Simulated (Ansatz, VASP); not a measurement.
**GaGe: VASP beside Ansatz**

POSCAR

```
GaGe
1.0
    0.0000000000      2.8978440000      2.8978440000
    2.8978440000      0.0000000000      2.8978440000
    2.8978440000      2.8978440000      0.0000000000
Ge Ga
1 1
Direct
    0.0000000000      0.0000000000      0.0000000000
    0.2500000000      0.2500000000      0.2500000000
```

Contents of INCAR.step1:

```
ALGO = Normal
EDIFF = 1E-4
ENCUT = 520
GGA = PE
ISMEAR = -1
LASPH = True
LCHARG = False
LREAL = False
LWAVE = True
NBANDS = 20
NELM = 100
PREC = Accurate
SIGMA = 0.05
```

Contents of INCAR.step2:

```
ALGO = Normal
EDIFF = 1E-6
ENCUT = 520
ISIF = 2
ISMEAR = -1
ISTART = 1
LASPH = True
LCHARG = False
LMIXTAU = True
LREAL = False
LWAVE = False
METAGGA = R2SCAN
NBANDS = 20
NELM = 100
PREC = Accurate
SIGMA = 0.05
```

File KPOINTS:

```
k-points
0
Gamma
  8 8 8
```

File input.yaml:

```yaml
crystal:
  lattice:
    - [0.0, 2.897844, 2.897844]
    - [2.897844, 0.0, 2.897844]
    - [2.897844, 2.897844, 0.0]
  atoms:
    - { symbol: Ge, position: [0.0, 0.0, 0.0] }
    - { symbol: Ga, position: [0.25, 0.25, 0.25] }
hamiltonian:
  xc: r2scan
  pseudopotentials: { kind: paw }
kpoints:
  mp_grid: { grid: [8, 8, 8] }
  band_path:
    path:
      - [[0.0, 0.0, 0.0], [0.5, 0.0, 0.5], [0.5, 0.25, 0.75], [0.375, 0.375, 0.75], [0.0, 0.0, 0.0], [0.5, 0.5, 0.5], [0.625, 0.25, 0.625], [0.5, 0.25, 0.75], [0.5, 0.5, 0.5], [0.375, 0.375, 0.75]]
      - [[0.625, 0.25, 0.625], [0.5, 0.0, 0.5]]
    npoints: 14
scf:
  occupations: { method: fermi_dirac, width: 0.05 }
  n_extra_bands: 6
output:
  forces: true
  stress: true
  eigenvalues: true
  fatbands: false
  write_density: true
  write_potential: true
  elf: true
  volumetric_format: npy
```

The cell comes from a database or a generator and needn't be the stable form of this composition.

Alike in both runs: functional r2SCAN; k mesh 8 × 8 × 8; occupations fermi-dirac, width 0.05 eV; no spin polarisation.

|  | VASP | Ansatz |
| --- | --- | --- |
| version | VASP 6.6.1 | Ansatz 0.2.0 |
| potentials or method | VASP PAW PBE potentials, release 64 (Ge_d, Ga_d) | Ansatz PAW |
| plane-wave cutoff (eV) | 520 | 500 |
| valence electrons in the cell | 27 | 27 |
| task | single point | band structure |

```csv
,VASP,Ansatz,Ansatz less VASP
gap on the k mesh at the Fermi level (eV),none,none,-
pressure (GPa),-2.1,-2.2,-0.02
```

A gap of «none» marks a metal or a gap that the smearing closes.

Caveats: the PAW data sets were made with another functional, which shifts forces and pressure a little (VASP); the PAW data sets come from PBE, with cores solved anew for the run's functional, which leaves a small shift of forces and pressure (Ansatz).
